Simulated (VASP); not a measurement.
An input for Ansatz (written as the equivalent of a VASP run, and not itself run):

Ansatz 0.2 input:
```yaml
crystal:
  lattice:
    - [0.0000000, 2.2765130, 2.2765130]
    - [2.2765130, 0.0000000, 2.2765130]
    - [2.2765130, 2.2765130, 0.0000000]
  atoms:
    - { symbol: B, position: [0.0000000, 0.0000000, 0.0000000] }
    - { symbol: Ru, position: [0.5000000, 0.5000000, 0.5000000] }
kpoints:
  mp_grid: { grid: [12, 12, 12] }
hamiltonian:
  xc: pbe
  pseudopotentials: { kind: paw }
scf:
  occupations: { method: methfessel_paxton, width: 0.1 }
  max_iter: 100
output: { forces: true, stress: true, eigenvalues: true }
```

Q: Translate this input to VASP (INCAR, KPOINTS, POSCAR, choice of POTCAR).

A: Several could match; the one computed here: 
**INCAR**
```
# general
SYSTEM  = BRu
PREC    = Accurate
ENCUT   = 520
LREAL   = .FALSE.
LASPH   = .TRUE.
ADDGRID = .TRUE.

# electronic loop
EDIFF   = 1E-6
NELM    = 100
ALGO    = Normal
LMAXMIX = 4

# smearing
ISMEAR  = 1
SIGMA   = 0.1

# functional
GGA     = PE

# ions
ISIF    = 2

# output
LWAVE   = .FALSE.
LCHARG  = .FALSE.
```

**KPOINTS**
```
Automatic mesh
0
Gamma
12 12 12
0 0 0
```

POSCAR:
```
BRu
1
    0.0000000000     2.2765130000     2.2765130000
    2.2765130000     0.0000000000     2.2765130000
    2.2765130000     2.2765130000     0.0000000000
B Ru
1 1
Direct
  0.0000000000   0.0000000000   0.0000000000
  0.5000000000   0.5000000000   0.5000000000
```

POTCAR, in this order: B Ru_pv (PBE.64 set). Program: vasp_std.

The two are equivalent in intent, not identical: each code has its own PAW files, so the cut-off isn't converted (ENCUT is set for VASP's; basis.ecutwfc is left out, and Ansatz then takes the one that its files recommend); Ansatz stops its SCF on the density residual and VASP on the energy change (EDIFF).

The structure was generated: BRu was put into the rocksalt type (Fm-3m), which need not be its known phase. The cell was not relaxed at this level. The run is one of a series of settings (ADDGRID = .TRUE. against the base run), some of them coarse on purpose.
